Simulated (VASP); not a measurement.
All values below come from PBE GGA, VASP's PBE PAW potentials (set 64) (plane waves; VASP).

Input for VASP

**POSCAR**
```
AlN
1
    1.5650905720    -2.7108163832     0.0000000000
    1.5650905720     2.7108163832     0.0000000000
    0.0000000000     0.0000000000     5.0117302543
Al N
2 2
Direct
  0.6666670000   0.3333330000   0.5000492216
  0.3333330000   0.6666670000   0.0000492216
  0.6666670000   0.3333330000   0.8819507784
  0.3333330000   0.6666670000   0.3819507784
```

File KPOINTS:
```
k-points along high-symmetry lines
10
Line-mode
Reciprocal
  0.000000   0.000000   0.000000 ! GAMMA
  0.000000   0.500000   0.000000 ! M

  0.000000   0.500000   0.000000 ! M
 -0.333333   0.666667   0.000000 ! K

 -0.333333   0.666667   0.000000 ! K
  0.000000   0.000000   0.000000 ! GAMMA

  0.000000   0.000000   0.000000 ! GAMMA
  0.000000   0.000000   0.500000 ! A

  0.000000   0.000000   0.500000 ! A
  0.000000   0.500000   0.500000 ! L

  0.000000   0.500000   0.500000 ! L
 -0.333333   0.666667   0.500000 ! H

 -0.333333   0.666667   0.500000 ! H
  0.000000   0.000000   0.500000 ! A

  0.000000   0.500000   0.500000 ! L
  0.000000   0.500000   0.000000 ! M

 -0.333333   0.666667   0.500000 ! H
 -0.333333   0.666667   0.000000 ! K
```

**INCAR**
```
ALGO = Normal
EDIFF = 1E-6
ENCUT = 520
GGA = PE
ICHARG = 11
ISMEAR = 0
LASPH = .TRUE.
LCHARG = .FALSE.
LREAL = .FALSE.
LWAVE = .FALSE.
NELM = 100
PREC = Accurate
SIGMA = 0.05
SYSTEM = AlN
```

POTCAR, in this order: Al N (PBE.64 set). Program: vasp_std. Read from the step before: CHGCAR.

Output of the run:

### OUTCAR
```
 ion  position               nearest neighbor table
   1  0.667  0.333  0.500-   4 1.90   4 1.90   4 1.90   3 1.91   2 3.09   2 3.09   2 3.09   2 3.09
                             2 3.09   2 3.09
   2  0.333  0.667  0.000-   3 1.90   3 1.90   3 1.90   4 1.91   1 3.09   1 3.09   1 3.09   1 3.09
                             1 3.09   1 3.09
   3  0.667  0.333  0.882-   2 1.90   2 1.90   2 1.90   1 1.91
   4  0.333  0.667  0.382-   1 1.90   1 1.90   1 1.90   2 1.91
  LATTYP: Found a hexagonal cell.
 ALAT       =     3.1301811388
 C/A-ratio  =     1.6010991160
 Subroutine PRICEL returns:
 Original cell was already a primitive cell.
 Subroutine GETGRP returns: Found 12 space group operations
The static configuration has the point symmetry C_3v.
 The point group associated with its full space group is C_6v.
The dynamic configuration has the point symmetry C_3v.
 Subroutine INISYM returns: Found 12 space group operations
   k-points           NKPTS =     90   k-points in BZ     NKDIM =     90   number of bands    NBANDS=     12
   number of dos      NEDOS =    301   number of ions     NIONS =      4
   total plane-waves  NPLWV =  23040
   dimension x,y,z NGX =    24 NGY =   24 NGZ =   40
   dimension x,y,z NGXF=    48 NGYF=   48 NGZF=   80
   ions per type =               2   2
   PREC   = accura    normal or accurate (medium, high low for compatibility)
   ISTART =      0    job   : 0-new  1-cont  2-samecut
...
```

File OSZICAR:
```
       N       E                     dE             d eps       ncg     rms          rms(c)
DAV:   1     0.473194525638E+02    0.47319E+02   -0.73960E+03  2160   0.118E+03
DAV:   2    -0.253913673289E+02   -0.72711E+02   -0.65988E+02  3060   0.205E+02
DAV:   3    -0.290225769805E+02   -0.36312E+01   -0.36093E+01  2788   0.500E+01
DAV:   4    -0.290565653795E+02   -0.33988E-01   -0.33974E-01  2516   0.552E+00
DAV:   5    -0.290571095219E+02   -0.54414E-03   -0.54411E-03  2720   0.711E-01
DAV:   6    -0.290571230907E+02   -0.13569E-04   -0.13569E-04  2556   0.114E-01
DAV:   7    -0.290571234982E+02   -0.40747E-06   -0.40749E-06  2652   0.198E-02
   1 F= -.29057123E+02 E0= -.29057123E+02  d E =-.399183E-16
```

File OUTCAR:
```
 val. band max:        5.9865153669   @ k =   0.0000   0.0000   0.0000

 cond. band min:      10.0323968917   @ k =   0.0000   0.0000   0.0000



 k-point     1 :       0.0000    0.0000    0.0000
  band No.  band energies     occupation
      1      -9.0985      2.00000
      2      -7.0069      2.00000
      3       0.0709      2.00000
      4       5.1237      2.00000
      5       5.1237      2.00000
      6       5.7700      2.00000
      7       5.7700      2.00000
      8       5.9865      2.00000
      9      10.0324      0.00000
     10      12.4851      0.00000
     11      16.4598      0.00000
     12      17.0001      0.00000

 k-point     2 :       0.0000    0.0556    0.0000
  band No.  band energies     occupation
      1      -9.0598      2.00000
      2      -6.9848      2.00000
      3       0.1171      2.00000
      4       4.9367      2.00000
      5       5.0706      2.00000
      6       5.5724      2.00000
      7       5.7650      2.00000
      8       5.9705      2.00000
      9      10.2328      0.00000
     10      12.6569      0.00000
     11      16.2952      0.00000
     12      16.7067      0.00000

 k-point     3 :       0.0000    0.1111    0.0000
  band No.  band energies     occupation
      1      -8.9452      2.00000
      2      -6.9213      2.00000
      3       0.2548      2.00000
      4       4.4275      2.00000
      5       4.9299      2.00000
      6       5.0909      2.00000
      7       5.7413      2.00000
      8       5.9159      2.00000
      9      10.7234      0.00000
     10      13.0921      0.00000
     11      15.8264      0.00000
     12      16.0894      0.00000

 k-point     4 :       0.0000    0.1667    0.0000
  band No.  band energies     occupation
      1      -8.7594      2.00000
      2      -6.8242      2.00000
      3       0.4807      2.00000
      4       3.7213      2.00000
      5       4.4849      2.00000
      6       4.7385      2.00000
      7       5.6890      2.00000
...
```

The density is held fixed in this step, so its total energy and stress have no physical meaning.

The compound is AlN in the wurtzite structure. It was relaxed first.
